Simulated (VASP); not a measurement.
Input:

```
Rb
1.0
   -2.71402     2.71402     2.71402
    2.71402    -2.71402     2.71402
    2.71402     2.71402    -2.71402
Rb
1
Direct
  0.00000   0.00000   0.00000
```

All values below come from optB86b-vdW, VASP's PBE PAW potentials (set 64) (plane waves; VASP). Run with 520 eV cut-off, 9×9×9 Γ-centred mesh, first-order Methfessel-Paxton smearing of 0.10 eV, potentials Rb_sv.

Problem. Predict the energy per atom (σ→0), band gap (on the k-mesh) with the smallest direct gap where there is one.

Solution. 
```yaml
band gap (on the k-mesh): none (metal, semimetal or under 0.01 eV)
energy per atom (σ→0): 1.194 eV/atom
```

The compound is Rb in the bcc structure. This cell is one point of a volume scan, at 0.94 of the reference volume.
